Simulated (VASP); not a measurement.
The input files of a VASP run:

### POSCAR
```
Hf
1.0
  1.6085261161  -2.7860489202   0.0000000000
  1.6085261161   2.7860489202   0.0000000000
  0.0000000000   0.0000000000   5.0846930255
Hf
2
Cartesian
  1.6085261161   0.9286848308   1.2711732564
  1.6085261161  -0.9286848308   3.8135197691
```

KPOINTS:
```
kpoints
0
Gamma
 13 13 7
0 0 0
```

### INCAR
```
AGGAC=0.0
ALGO=Normal
EDIFF=1E-7
EDIFFG=-0.01
ENCUT=520
GGA=BO
IBRION=2
ISIF=4
ISMEAR=1
LASPH=T
LCHARG=F
LMAXMIX=6
LREAL=F
LUSE_VDW=T
LWAVE=F
NELM=100
NSW=30
PARAM1=0.1833333333
PARAM2=0.22
PREC=Accurate
SIGMA=0.1
SYSTEM=Hf
```

POTCAR, in this order: Hf_pv (PBE.64 set). Program: vasp_std.

Task: Translate this optB88-vdW calculation to Quantum ESPRESSO's pw.x.

Result: One equivalent input (not run):
```
&CONTROL
  calculation = 'vc-relax'
  pseudo_dir = './pseudo'
  outdir = './out'
  tprnfor = .true.
  tstress = .true.
  nstep = 30
  forc_conv_thr = 0.00039
/
&SYSTEM
  ibrav = 0
  nat = 2
  ntyp = 1
  ecutwfc = 58
  occupations = 'smearing'
  smearing = 'methfessel-paxton'
  degauss = 0.00735
  input_dft = 'vdw-df-obk8'
/
&ELECTRONS
  conv_thr = 7.3e-09
  electron_maxstep = 100
/
&IONS
/
&CELL
  cell_dofree = 'shape'
/
ATOMIC_SPECIES
  Hf 178.490 Hf.upf
CELL_PARAMETERS angstrom
     1.6085261   -2.7860489    0.0000000
     1.6085261    2.7860489    0.0000000
     0.0000000    0.0000000    5.0846930
ATOMIC_POSITIONS crystal
  Hf   0.3333330  0.6666670  0.2500000
  Hf   0.6666670  0.3333330  0.7500000
K_POINTS automatic
  13 13 7 0 0 0
```
What does not carry over: the potentials are each code's own (VASP's PAW set, PseudoDojo norm-conserving files in pw.x), so ENCUT and ecutwfc are chosen apart and not converted; conv_thr bounds pw.x's estimated SCF error, while EDIFF bounds the energy change between steps; forc_conv_thr acts on force components and is met together with etot_conv_thr.

The compound is Hf in the hcp structure. This cell is one point of a volume scan, at 1.03 of the reference volume. Symmetry was kept, so distortions that lower it aren't found.
